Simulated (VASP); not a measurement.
Method: LDA (Ceperley-Alder, Perdew-Zunger), VASP's LDA PAW potentials (set 64) (plane waves; VASP).

A VASP calculation is set up with these files.

KPOINTS:
```
Automatic mesh
0
Gamma
5 5 5
0 0 0
```

### INCAR
```
SYSTEM  =  CdS
PREC  =  Accurate; ENCUT  =  300; LREAL  =  .False.
LASPH  =  .True.
EDIFF  =  1E-6; NELM  =  100; ALGO  =  Normal
LMAXMIX  =  4
ISMEAR  =  -1; SIGMA  =  0.05
ISIF  =  2
LWAVE  =  .False.; LCHARG  =  .False.
```

**POSCAR**
```
CdS
1
    0.0000000000     2.9100000000     2.9100000000
    2.9100000000     0.0000000000     2.9100000000
    2.9100000000     2.9100000000     0.0000000000
Cd S
1 1
Direct
  0.0000000000   0.0000000000   0.0000000000
  0.2500000000   0.2500000000   0.2500000000
```

POTCAR, in this order: Cd S (LDA.64 set). Program: vasp_std.

The resulting files:

### OSZICAR
```
       N       E                     dE             d eps       ncg     rms          rms(c)
DAV:   1     0.759161961931E+02    0.75916E+02   -0.69813E+03   268   0.811E+02
DAV:   2    -0.505406551105E+01   -0.80970E+02   -0.78579E+02   325   0.240E+02
DAV:   3    -0.788912134802E+01   -0.28351E+01   -0.28310E+01   285   0.474E+01
DAV:   4    -0.790747718182E+01   -0.18356E-01   -0.18354E-01   310   0.380E+00
DAV:   5    -0.790771015107E+01   -0.23297E-03   -0.23297E-03   290   0.405E-01    0.867E+00
DAV:   6    -0.742133024568E+01    0.48638E+00   -0.95491E-01   367   0.136E+01    0.671E+00
DAV:   7    -0.739202224410E+01    0.29308E-01   -0.16711E-01   260   0.331E+00    0.311E+00
DAV:   8    -0.738638118058E+01    0.56411E-02   -0.18355E-02   265   0.190E+00    0.236E-01
DAV:   9    -0.738593828585E+01    0.44289E-03   -0.23448E-03   300   0.805E-01    0.604E-02
DAV:  10    -0.738593031591E+01    0.79699E-05   -0.18535E-04   285   0.166E-01    0.643E-02
DAV:  11    -0.738594224612E+01   -0.11930E-04   -0.38833E-05   275   0.741E-02    0.131E-02
DAV:  12    -0.738593588710E+01    0.63590E-05   -0.26518E-05   352   0.759E-02    0.525E-03
DAV:  13    -0.738593601937E+01   -0.13227E-06   -0.13851E-06   202   0.102E-02
   1 F= -.73859360E+01 E0= -.73859342E+01  d E =-.366055E-05
```

### OUTCAR
```
------------------------ aborting loop because EDIFF is reached ----------------------------------------
  FORCE on cell =-STRESS in cart. coord.  units (eV):
  Direction    XX          YY          ZZ          XY          YZ          ZX
  --------------------------------------------------------------------------------------
  Total       -0.5203529     -0.5203529     -0.5203529     -0.0000000     -0.0000000      0.0000000
  in kB      -16.9160756    -16.9160756    -16.9160756     -0.0000000     -0.0000000      0.0000000
  external PRESSURE =     -16.9160756 kB  Pullay stress =       0.0000000 kB
  volume of cell :       49.28
      direct lattice vectors                 reciprocal lattice vectors
     0.000000000  2.910000000  2.910000000    -0.171821306  0.171821306  0.171821306
     2.910000000  0.000000000  2.910000000     0.171821306 -0.171821306  0.171821306
     2.910000000  2.910000000  0.000000000     0.171821306  0.171821306 -0.171821306
  FREE ENERGIE OF THE ION-ELECTRON SYSTEM (eV)
  ---------------------------------------------------
  free  energy   TOTEN  =        -7.3859360194 eV

  energy  without entropy=       -7.3859323588  energy(sigma->0) =       -7.38593419
```
(Selected blocks of OUTCAR.)

File OUTCAR:
```
 val. band max:        1.1996241047   @ k =   0.0000   0.0000   0.0000

 cond. band min:       2.0934081876   @ k =   0.0000   0.0000   0.0000


 Fermi energy:         1.6743686572

 k-point     1 :       0.0000    0.0000    0.0000
  band No.  band energies     occupation
      1     -11.2041      2.00000
      2      -6.5944      2.00000
      3      -6.5944      2.00000
      4      -6.5944      2.00000
      5      -6.0987      2.00000
      6      -6.0987      2.00000
      7       1.1996      1.99985
      8       1.1996      1.99985
      9       1.1996      1.99985
     10       2.0934      0.00046
     11       7.5544      0.00000
     12       7.5544      0.00000
     13       7.5544      0.00000

 k-point     2 :       0.2000    0.0000    0.0000
  band No.  band energies     occupation
      1     -11.0485      2.00000
      2      -6.5417      2.00000
      3      -6.5417      2.00000
      4      -6.4484      2.00000
      5      -6.0988      2.00000
      6      -6.0988      2.00000
      7      -0.7992      2.00000
      8       0.9070      2.00000
      9       0.9070      2.00000
     10       3.5295      0.00000
     11       7.1873      0.00000
     12       7.9697      0.00000
     13       7.9697      0.00000

 k-point     3 :       0.4000    0.0000    0.0000
  band No.  band energies     occupation
      1     -10.7955      2.00000
      2      -6.4781      2.00000
      3      -6.4781      2.00000
      4      -6.0696      2.00000
      5      -6.0696      2.00000
      6      -5.9027      2.00000
      7      -2.9446      2.00000
      8       0.4852      2.00000
      9       0.4852      2.00000
     10       3.9842      0.00000
     11       8.0773      0.00000
     12       8.0773      0.00000
     13       8.1363      0.00000

 k-point     4 :       0.2000    0.2000    0.0000
  band No.  band energies     occupation
      1     -10.9975      2.00000
      2      -6.4854      2.00000
      3      -6.4839      2.00000
...
```

At this cut-off the stress carries a Pulay error, which pulls relaxed volumes low.

The structure is a typed CdS crystal. The cell was not relaxed at this level.
